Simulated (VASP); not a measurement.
Data:

```
CELL_PARAMETERS angstrom
      3.74333     0.00000     0.00000
     -1.87166     3.24182     0.00000
      0.00000     0.00000    16.15804
ATOMIC_POSITIONS crystal
  Ga 0.33333 0.66667 0.17483
  Ga 0.66667 0.33333 0.67483
  Ga 0.66667 0.33333 0.82517
  Ga 0.33333 0.66667 0.32517
  Se 0.33333 0.66667 0.60211
  Se 0.66667 0.33333 0.10211
  Se 0.66667 0.33333 0.39789
  Se 0.33333 0.66667 0.89789
```

These are PBEsol GGA, VASP's PBE PAW potentials (set 64) (plane waves; VASP) values and carry that method's errors. Settings: 400 eV cut-off, 8×8×2 Γ-centred mesh, tetrahedra with Blöchl corrections, potentials Ga_d Se.

Without a dispersion term in the relaxation, distances and binding between the weakly bound layers, chains or molecules are unreliable, and so is what depends on them.

Predict the energy per atom (σ→0).

```yaml
energy per atom (σ→0): -4.155 eV/atom
```

The structure was generated: GaSe was put into the beta-GaS type (P6_3/mmc), a phase also known from measurement. It was relaxed first, which changed the volume by +9 %.
